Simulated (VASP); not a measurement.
A convergence study with VASP on SnSe (space group no. 62 when undisturbed): a few settings are varied, all else stays as given below, so the limit is that of these other settings. One atom is moved off its site, so that forces are finite.

```xyz
8
Lattice="11.6295 0.0000 0.0000 0.0000 4.1139 0.0000 0.0000 0.0000 4.6868" Properties=species:S:1:pos:R:3 pbc="T T T"
Sn     7.1962     3.0854     1.8148
Sn     4.4333     1.0285     2.9220
Sn    10.2480     1.0285     4.1082
Sn     1.3815     3.0854     0.5786
Se     1.7276     1.0285     2.3864
Se     9.9019     3.0854     2.3004
Se     4.0872     3.0854     0.0430
Se     7.5423     1.0285     4.6438
```

Computed with PBE GGA, VASP's PBE PAW potentials (set 64) (plane waves; VASP). The last row used: 300 eV cut-off, 3×6×5 Γ-centred mesh, Fermi-Dirac smearing of 0.020 eV, potentials Sn_d Se.

Unless said otherwise, spin-orbit coupling is left out, though it shifts the bands of the heavy elements here. Gaps are read on the run's mesh, which can miss a band edge.

```json
[
 {"setting": "SIGMA = 1.0", "E (eV/atom)": "-3.9460", "pressure (GPa)": "4.16", "largest force (eV/Å)": "0.862", "gap on the mesh (eV)": "0.862", "irreducible k-points": "32"},
 {"setting": "SIGMA = 0.5", "E (eV/atom)": "-4.0547", "pressure (GPa)": "1.56", "largest force (eV/Å)": "0.419", "gap on the mesh (eV)": "0.805", "irreducible k-points": "32"},
 {"setting": "SIGMA = 0.2", "E (eV/atom)": "-4.1004", "pressure (GPa)": "1.20", "largest force (eV/Å)": "0.303", "gap on the mesh (eV)": "0.784", "irreducible k-points": "32"},
 {"setting": "SIGMA = 0.1", "E (eV/atom)": "-4.1031", "pressure (GPa)": "1.21", "largest force (eV/Å)": "0.292", "gap on the mesh (eV)": "0.782", "irreducible k-points": "32"},
 {"setting": "SIGMA = 0.02", "E (eV/atom)": "-4.1032", "pressure (GPa)": "1.21", "largest force (eV/Å)": "0.291", "gap on the mesh (eV)": "0.781", "irreducible k-points": "32"}
]
```

VASP warned of too few bands at SIGMA = 1.0; SIGMA = 0.5.

Left out are rungs that failed or repeat a setting and relaxations that didn't move; long series are thinned to 24 rows.

The structure comes from a computed database's SnSe entry (space group no. 62); how it stands against other phases isn't given here. The cell was not relaxed at this level, it is distorted from the ideal structure. VASP warned that the highest band is occupied, so more bands are needed.
